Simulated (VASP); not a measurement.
Given:

```
MoTe2
1.0
   14.20169     0.00000     0.00000
   -7.10085    12.29903     0.00000
    0.00000     0.00000    15.26544
Te Mo
64 32
Direct
  0.08333   0.16667   0.62782
  0.16667   0.08333   0.37218
  0.16667   0.08333   0.12782
  0.08333   0.16667   0.87218
  0.08333   0.41667   0.62782
  0.16667   0.33333   0.37218
  0.16667   0.33333   0.12782
  0.08333   0.41667   0.87218
  0.08333   0.66667   0.62782
  0.16667   0.58333   0.37218
  0.16667   0.58333   0.12782
  0.08333   0.66667   0.87218
  0.08333   0.91667   0.62782
  0.16667   0.83333   0.37218
  0.16667   0.83333   0.12782
  0.08333   0.91667   0.87218
  0.33333   0.16667   0.62782
  0.41667   0.08333   0.37218
  0.41667   0.08333   0.12782
  0.33333   0.16667   0.87218
  0.33333   0.41667   0.62782
  0.41667   0.33333   0.37218
  0.41667   0.33333   0.12782
  0.33333   0.41667   0.87218
  0.33333   0.66667   0.62782
  0.41667   0.58333   0.37218
  0.41667   0.58333   0.12782
  0.33333   0.66667   0.87218
  0.33333   0.91667   0.62782
  0.41667   0.83333   0.37218
  0.41667   0.83333   0.12782
  0.33333   0.91667   0.87218
  0.58333   0.16667   0.62782
  0.66667   0.08333   0.37218
  0.66667   0.08333   0.12782
  0.58333   0.16667   0.87218
  0.58333   0.41667   0.62782
  0.66667   0.33333   0.37218
  0.66667   0.33333   0.12782
  0.58333   0.41667   0.87218
  0.58333   0.66667   0.62782
  0.66667   0.58333   0.37218
  0.66667   0.58333   0.12782
  0.58333   0.66667   0.87218
  0.58333   0.91667   0.62782
  0.66667   0.83333   0.37218
  0.66667   0.83333   0.12782
  0.58333   0.91667   0.87218
  0.83333   0.16667   0.62782
  0.91667   0.08333   0.37218
  0.91667   0.08333   0.12782
  0.83333   0.16667   0.87218
  0.83333   0.41667   0.62782
  0.91667   0.33333   0.37218
  0.91667   0.33333   0.12782
  0.83333   0.41667   0.87218
  0.83333   0.66667   0.62782
  0.91667   0.58333   0.37218
  0.91667   0.58333   0.12782
  0.83333   0.66667   0.87218
  0.83333   0.91667   0.62782
  0.91667   0.83333   0.37218
  0.91667   0.83333   0.12782
  0.83333   0.91667   0.87218
  0.08333   0.16667   0.25000
  0.16667   0.08333   0.75000
  0.08333   0.41667   0.25000
  0.16667   0.33333   0.75000
  0.08333   0.66667   0.25000
  0.16667   0.58333   0.75000
  0.08333   0.91667   0.25000
  0.16667   0.83333   0.75000
  0.33333   0.16667   0.25000
  0.41667   0.08333   0.75000
  0.33333   0.41667   0.25000
  0.41667   0.33333   0.75000
  0.33333   0.66667   0.25000
  0.41667   0.58333   0.75000
  0.33333   0.91667   0.25000
  0.41667   0.83333   0.75000
  0.58333   0.16667   0.25000
  0.66667   0.08333   0.75000
  0.58333   0.41667   0.25000
  0.66667   0.33333   0.75000
  0.58333   0.66667   0.25000
  0.66667   0.58333   0.75000
  0.58333   0.91667   0.25000
  0.66667   0.83333   0.75000
  0.83333   0.16667   0.25000
  0.91667   0.08333   0.75000
  0.83333   0.41667   0.25000
  0.91667   0.33333   0.75000
  0.83333   0.66667   0.25000
  0.91667   0.58333   0.75000
  0.83333   0.91667   0.25000
  0.91667   0.83333   0.75000
```

Method: PBE GGA, VASP's PBE PAW potentials (set 64) (plane waves; VASP). Run with PREC = Normal, LREAL = Auto, EDIFF = 1E-5, 400 eV cut-off, 1×1×1 Γ-centred mesh, Gaussian smearing of 0.050 eV, potentials Te Mo.

The supercell is sampled at Γ alone, which is coarse: total energies, pressure and levels can be off, energies of defects by several tenths of an eV.

### Question
The ions are relaxed. Predict the relaxed structure.

### Answer

```
MoTe2
1.0
   14.20169     0.00000     0.00000
   -7.10085    12.29903     0.00000
    0.00000     0.00000    15.26544
Te Mo
64 32
Direct
  0.08333   0.16667   0.63174
  0.16667   0.08333   0.36826
  0.16667   0.08333   0.13174
  0.08333   0.16667   0.86826
  0.08333   0.41667   0.63174
  0.16667   0.33333   0.36826
  0.16667   0.33333   0.13174
  0.08333   0.41667   0.86826
  0.08333   0.66667   0.63174
  0.16667   0.58333   0.36826
  0.16667   0.58333   0.13174
  0.08333   0.66667   0.86826
  0.08333   0.91667   0.63174
  0.16667   0.83333   0.36826
  0.16667   0.83333   0.13174
  0.08333   0.91667   0.86826
  0.33333   0.16667   0.63174
  0.41667   0.08333   0.36826
  0.41667   0.08333   0.13174
  0.33333   0.16667   0.86826
  0.33333   0.41667   0.63174
  0.41667   0.33333   0.36826
  0.41667   0.33333   0.13174
  0.33333   0.41667   0.86826
  0.33333   0.66667   0.63174
  0.41667   0.58333   0.36826
  0.41667   0.58333   0.13174
  0.33333   0.66667   0.86826
  0.33333   0.91667   0.63174
  0.41667   0.83333   0.36826
  0.41667   0.83333   0.13174
  0.33333   0.91667   0.86826
  0.58333   0.16667   0.63174
  0.66667   0.08333   0.36826
  0.66667   0.08333   0.13174
  0.58333   0.16667   0.86826
  0.58333   0.41667   0.63174
  0.66667   0.33333   0.36826
  0.66667   0.33333   0.13174
  0.58333   0.41667   0.86826
  0.58333   0.66667   0.63174
  0.66667   0.58333   0.36826
  0.66667   0.58333   0.13174
  0.58333   0.66667   0.86826
  0.58333   0.91667   0.63174
  0.66667   0.83333   0.36826
  0.66667   0.83333   0.13174
  0.58333   0.91667   0.86826
  0.83333   0.16667   0.63174
  0.91667   0.08333   0.36826
  0.91667   0.08333   0.13174
  0.83333   0.16667   0.86826
  0.83333   0.41667   0.63174
  0.91667   0.33333   0.36826
  0.91667   0.33333   0.13174
  0.83333   0.41667   0.86826
  0.83333   0.66667   0.63174
  0.91667   0.58333   0.36826
  0.91667   0.58333   0.13174
  0.83333   0.66667   0.86826
  0.83333   0.91667   0.63174
  0.91667   0.83333   0.36826
  0.91667   0.83333   0.13174
  0.83333   0.91667   0.86826
  0.08333   0.16667   0.25000
  0.16667   0.08333   0.75000
  0.08333   0.41667   0.25000
  0.16667   0.33333   0.75000
  0.08333   0.66667   0.25000
  0.16667   0.58333   0.75000
  0.08333   0.91667   0.25000
  0.16667   0.83333   0.75000
  0.33333   0.16667   0.25000
  0.41667   0.08333   0.75000
  0.33333   0.41667   0.25000
  0.41667   0.33333   0.75000
  0.33333   0.66667   0.25000
  0.41667   0.58333   0.75000
  0.33333   0.91667   0.25000
  0.41667   0.83333   0.75000
  0.58333   0.16667   0.25000
  0.66667   0.08333   0.75000
  0.58333   0.41667   0.25000
  0.66667   0.33333   0.75000
  0.58333   0.66667   0.25000
  0.66667   0.58333   0.75000
  0.58333   0.91667   0.25000
  0.66667   0.83333   0.75000
  0.83333   0.16667   0.25000
  0.91667   0.08333   0.75000
  0.83333   0.41667   0.25000
  0.91667   0.33333   0.75000
  0.83333   0.66667   0.25000
  0.91667   0.58333   0.75000
  0.83333   0.91667   0.25000
  0.91667   0.83333   0.75000
```

### Question
How much energy does the relaxation gain?

### Answer
The energy (σ→0) changes by -15.2 meV/atom, in 4 ionic steps.

The cell is a supercell, built from a database entry that may be metastable or hypothetical.
